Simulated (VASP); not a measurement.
Method: PBE GGA, VASP's PBE PAW potentials (set 64) (plane waves; VASP).

A VASP calculation is set up with these files.

File POSCAR:
```
Ta3Si
4.9183420
  0.0000000000   0.7071067852   0.7071067852
  0.7071067852   0.0000000000   0.7071067852
  0.7071067852   0.7071067852   0.0000000000
Si Ta
1 3
Cart
  0.0008739840  -0.0015655344  -0.0026686210
  0.7094324594   0.7021549164   0.7129729431
  0.3493333793   0.3564878857   0.3465827339
  1.0616805329   1.0642423807   1.0644325925
```

### KPOINTS
```
Automatic mesh
0
Gamma
6 6 6
0 0 0
```

### INCAR
```
# general
SYSTEM   =  Ta3Si
PREC     =  Accurate
ENCUT    =  300
LREAL    =  .FALSE.
LASPH    =  .TRUE.

# electronic loop
EDIFF    =  1E-6
NELM     =  100
ALGO     =  Normal
LMAXMIX  =  6

# smearing
ISMEAR   =  -1
SIGMA    =  0.1

# functional
GGA      =  PE

# ions
ISIF     =  2

# output
LWAVE    =  .FALSE.
LCHARG   =  .FALSE.
```

POTCAR, in this order: Si Ta_pv (PBE.64 set). Program: vasp_std.

The run wrote:

### OSZICAR
```
       N       E                     dE             d eps       ncg     rms          rms(c)
DAV:   1     0.219864518819E+03    0.21986E+03   -0.15520E+04  5248   0.107E+03
DAV:   2    -0.311056983491E+02   -0.25097E+03   -0.24804E+03  5534   0.341E+02
DAV:   3    -0.409002066667E+02   -0.97945E+01   -0.95655E+01  6748   0.569E+01
DAV:   4    -0.411586485692E+02   -0.25844E+00   -0.25326E+00  6214   0.775E+00
DAV:   5    -0.411670320204E+02   -0.83835E-02   -0.83499E-02  6870   0.114E+00    0.177E+01
DAV:   6    -0.395456651685E+02    0.16214E+01   -0.53780E+00  6382   0.168E+01    0.800E+00
DAV:   7    -0.392923923104E+02    0.25327E+00   -0.12163E+00  6212   0.734E+00    0.242E+00
DAV:   8    -0.392481143197E+02    0.44278E-01   -0.31989E-01  6934   0.431E+00    0.821E-01
DAV:   9    -0.392446654035E+02    0.34489E-02   -0.38199E-02  6602   0.135E+00    0.346E-01
DAV:  10    -0.392446597898E+02    0.56137E-05   -0.11830E-02  6770   0.763E-01    0.267E-01
DAV:  11    -0.392443711767E+02    0.28861E-03   -0.38302E-03  6808   0.467E-01    0.412E-02
DAV:  12    -0.392443653419E+02    0.58347E-05   -0.32477E-04  6836   0.130E-01    0.165E-02
DAV:  13    -0.392443593035E+02    0.60385E-05   -0.25957E-05  6902   0.401E-02    0.645E-03
DAV:  14    -0.392443585568E+02    0.74669E-06   -0.12085E-06  3766   0.968E-03
   1 F= -.39244359E+02 E0= -.39169519E+02  d E =-.149679E+00
```

### OUTCAR
```
------------------------ aborting loop because EDIFF is reached ----------------------------------------
  FORCE on cell =-STRESS in cart. coord.  units (eV):
  Direction    XX          YY          ZZ          XY          YZ          ZX
  --------------------------------------------------------------------------------------
  Total      -13.8775981    -13.8744140    -13.8908876     -0.1124539     -0.0665833      0.0053097
  in kB     -264.2918109   -264.2311700   -264.5449028     -2.1416279     -1.2680447      0.1011209
  external PRESSURE =    -264.3559612 kB  Pullay stress =       0.0000000 kB
  volume of cell :       84.13
      direct lattice vectors                 reciprocal lattice vectors
     0.000000000  3.477793000  3.477793000    -0.143769339  0.143769339  0.143769339
     3.477793000  0.000000000  3.477793000     0.143769339 -0.143769339  0.143769339
     3.477793000  3.477793000  0.000000000     0.143769339  0.143769339 -0.143769339
 POSITION                                       TOTAL-FORCE (eV/Angst)
 -----------------------------------------------------------------------------------
      3.48209      3.47009      6.94246        -0.015081      0.040806     -0.011846
      3.48923      3.45344      3.50664        -0.114671      0.219660     -0.178553
      1.71814      1.75333      1.70461         0.075585     -0.135915      0.095714
      5.22171      5.23431      5.23524         0.054167     -0.124551      0.094685
 -----------------------------------------------------------------------------------
    total drift:                               -0.000037      0.000105      0.000044
  FREE ENERGIE OF THE ION-ELECTRON SYSTEM (eV)
  ---------------------------------------------------
  free  energy   TOTEN  =       -39.2443585568 eV

  energy  without entropy=      -39.0946797160  energy(sigma->0) =      -39.16951914
```
(Selected blocks of OUTCAR.)

At this cut-off the stress carries a Pulay error, which pulls relaxed volumes low.

The structure was generated: Ta3Si was put into an ordered model structure, which need not be its known phase. The cell was not relaxed at this level, atoms are displaced from their ideal sites. The electron count is odd and the run is not spin-polarised, which forces a metal.
